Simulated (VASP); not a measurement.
VASP ran on this input.

File KPOINTS:
```
K-points
0
gamma
 7 7 7
```

**INCAR**
```
# general
SYSTEM  = GaAs
PREC    = Accurate
ENCUT   = 480   # plane-wave cut-off (eV)
LREAL   = F
LASPH   = T

# electronic loop
EDIFF   = 1E-6   # SCF stop (eV)
NELM    = 100   # most electronic steps
ALGO    = Normal
LMAXMIX = 4   # l cut-off of mixed one-centre charges

# smearing
ISMEAR  = 0
SIGMA   = 0.05

# functional
GGA     = PE   # PBE

# ions
IBRION  = 2   # conjugate gradients
NSW     = 60
ISIF    = 3   # ions, shape and volume
EDIFFG  = -0.01   # ionic stop

# output
LWAVE   = F
LCHARG  = F
```

POSCAR:
```
GaAs
1.0
  0.0000000000   2.8250000000   2.8250000000
  2.8250000000   0.0000000000   2.8250000000
  2.8250000000   2.8250000000   0.0000000000
Ga As
1 1
Cart
  0.0000000000   0.0000000000   0.0000000000
  1.4125000000   1.4125000000   1.4125000000
```

POTCAR, in this order: Ga As (PBE.64 set). Program: vasp_std.

Write an equivalent input for Quantum ESPRESSO's pw.x.

One equivalent input (not run):
```
&CONTROL
  calculation = 'vc-relax'
  pseudo_dir = './pseudo'
  outdir = './out'
  tprnfor = .true.
  tstress = .true.
  nstep = 60
  forc_conv_thr = 0.00039
/
&SYSTEM
  ibrav = 0
  nat = 2
  ntyp = 2
  ecutwfc = 84
  occupations = 'smearing'
  smearing = 'gaussian'
  degauss = 0.003675
  input_dft = 'pbe'
/
&ELECTRONS
  conv_thr = 7.3e-08
  electron_maxstep = 100
/
&IONS
/
&CELL
/
ATOMIC_SPECIES
  Ga 69.723 Ga.upf
  As 74.922 As.upf
CELL_PARAMETERS angstrom
     0.0000000    2.8250000    2.8250000
     2.8250000    0.0000000    2.8250000
     2.8250000    2.8250000    0.0000000
ATOMIC_POSITIONS crystal
  Ga   0.0000000  0.0000000  0.0000000
  As   0.2500000  0.2500000  0.2500000
K_POINTS automatic
  7 7 7 0 0 0
```
What does not carry over: the potentials are each code's own (VASP's PAW set, PseudoDojo norm-conserving files in pw.x), so ENCUT and ecutwfc are chosen apart and not converted; conv_thr bounds pw.x's estimated SCF error, while EDIFF bounds the energy change between steps; forc_conv_thr acts on force components and is met together with etot_conv_thr.

The compound is GaAs in the zinc blende structure. This run relaxes it. Symmetry was kept, so distortions that lower it aren't found.
